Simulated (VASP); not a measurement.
A run of VASP 6.6.1 is set up as follows.

The input INCAR:

```
  PREC = Accurate
  ENCUT = 600
  EDIFF = 1E-6
  ISMEAR = 0
  SIGMA = 0.1
  LREAL = F
  LASPH = T
  NELM = 100
  ALGO = Normal
  ISIF = 3
  LWAVE = F
  LCHARG = F
  GGA = PE
  IBRION = 2
  NSW = 90
  EDIFFG = -0.04
```

The input KPOINTS:

```
Automatic mesh
0
Gamma
  6 6 4
```

The input POSCAR:

```
BaTlH
1.0
    3.4258495600      0.0000000000      0.0000000000
    0.0000000000      3.4258495600      0.0000000000
    0.0000000000      0.0000000000      5.5848009100
Ba Tl H
1 1 1
Direct
    0.0000000000      0.0000000000      0.0000000000
    0.5000000000      0.5000000000      0.5000000000
    0.0000000000      0.0000000000      0.5000000000
```

Potentials or basis: VASP PAW PBE potentials, release 64 (Ba_sv, Tl_d, H).

Launch:

```bash
$ cat potpaw_PBE.64/Ba_sv/POTCAR potpaw_PBE.64/Tl_d/POTCAR potpaw_PBE.64/H/POTCAR > POTCAR
$ mpirun -np 1 vasp_std > vasp.out
```

(1) What does it give for the relaxed cell?

(2) Estimate the space group after relaxing (to 0.05 Å).

(3) Predict the band gap on the k mesh.

(4) What does it give for the relaxed volume?

Answers

(1) a = 4.019 Å, b = 4.019 Å, c = 5.106 Å, α = 90.00°, β = 90.00°, γ = 90.00°.

(2) P4/mmm (No. 123).

(3) none (metal or under the smearing width).

(4) 27.50 Å³/atom.

Caveat: the volume moved by over 15 % at a fixed basis, so the end points are rough.
